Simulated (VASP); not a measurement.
Te2Mo:

```xyz
6
Lattice="3.4964 0.0000 0.0000 -1.7482 3.0279 0.0000 0.0000 0.0000 13.7017" Properties=species:S:1:pos:R:3 pbc="T T T"
Te    0.0000    2.0186    8.4587
Te    1.7482    1.0093    1.6079
Te    0.0000    2.0186   12.0939
Te    1.7482    1.0093    5.2430
Mo    0.0000    2.0186    3.4254
Mo    1.7482    1.0093   10.2763
```

| Property | Result |
| --- | --- |
| Program | VASP 6.6.1 |
| Task | relaxation of cell and atoms |
| Functional | PBE |
| Potentials or basis | VASP PAW PBE potentials, release 64 (Te, Mo_sv) |
| Cutoff | 600 eV |
| k mesh | 9 × 9 × 2 |
| Occupations | gaussian, width 0.02 eV |
| Spin | no spin polarisation |

At the start: pressure 3.6 GPa; volume 24.18 Å³/atom.

Where does the relaxation end?

Over 36 steps the energy falls by 27.3 meV/atom and the volume is 27.87 Å³/atom (+15.3 %); space group P6_3/mmc (No. 194, to 0.05 Å).

Step by step:
| step | energy change (eV) | largest force (eV/Å) | pressure (GPa) | volume (Å³) |
| --- | --- | --- | --- | --- |
| 1 | 0.0000 | 0.0160 | 3.64 | 145.06 |
| 2 | 0.0278 | 0.9318 | -3.81 | 156.89 |
| 3 | -0.0565 | 0.4372 | 0.03 | 150.22 |
| 4 | -0.0837 | 0.2767 | -0.05 | 151.94 |
| 5 | -0.0935 | 0.1138 | -0.03 | 153.66 |
| 6 | -0.1135 | 0.0734 | 0.16 | 154.53 |
| 7 | -0.1450 | 0.0498 | 0.86 | 157.05 |
| 8 | -0.1477 | 0.0960 | 1.07 | 158.02 |
| 9 | -0.1559 | 0.1393 | -0.23 | 161.30 |
| 10 | -0.1562 | 0.1090 | -0.05 | 160.87 |
| 11 | -0.1582 | 0.0910 | -0.15 | 161.63 |
| 12 | -0.1595 | 0.0715 | -0.25 | 162.48 |
| 13 | -0.1588 | 0.0310 | -0.45 | 164.19 |
| 14 | -0.1597 | 0.0601 | -0.29 | 162.97 |
| 15 | -0.1601 | 0.0499 | 0.28 | 162.47 |
| 16 | -0.1604 | 0.0048 | 0.03 | 162.67 |
| 17 | -0.1608 | 0.0035 | 0.08 | 162.67 |
| 18 | -0.1610 | 0.0104 | 0.10 | 162.67 |
| 19 | -0.1610 | 0.0242 | 0.15 | 162.66 |
| 20 | -0.1611 | 0.0153 | 0.12 | 162.67 |
| 21 | -0.1612 | 0.0500 | -0.07 | 163.15 |
| 22 | -0.1612 | 0.0479 | -0.08 | 163.11 |
| 23 | -0.1612 | 0.0425 | -0.04 | 163.04 |
| 24 | -0.1615 | 0.0352 | -0.02 | 163.23 |
| 25 | -0.1620 | 0.0135 | -0.03 | 163.80 |
| 26 | -0.1620 | 0.0301 | -0.03 | 164.95 |
| 27 | -0.1622 | 0.0047 | -0.01 | 164.26 |
| 28 | -0.1624 | 0.0028 | -0.01 | 164.47 |
| 29 | -0.1630 | 0.0005 | -0.01 | 165.09 |
| 30 | -0.1636 | 0.0042 | -0.04 | 166.32 |
| 31 | -0.1637 | 0.0065 | -0.02 | 166.86 |
| 32 | -0.1637 | 0.0088 | -0.03 | 167.95 |
| 33 | -0.1637 | 0.0073 | -0.05 | 167.60 |
| 34 | -0.1637 | 0.0061 | -0.04 | 167.23 |
| 35 | -0.1636 | 0.0223 | 0.12 | 167.06 |
| 36 | -0.1637 | 0.0005 | -0.01 | 167.19 |

Final structure:
```xyz
6
Lattice="3.5552 0.0000 0.0000 -1.7776 3.0789 0.0000 0.0000 0.0000 15.2737" Properties=species:S:1:pos:R:3 pbc="T T T"
Te    0.0000    2.0526    9.6458
Te    1.7776    1.0263    2.0089
Te    0.0000    2.0526   13.2647
Te    1.7776    1.0263    5.6279
Mo    0.0000    2.0526    3.8184
Mo    1.7776    1.0263   11.4552
```

Caveat: the volume moved by over 15 % at a fixed basis, so the end points are rough; this functional lacks dispersion, which binds the layers, so the pressure and a relaxed spacing across them are unreliable, and here the layers came unbound.
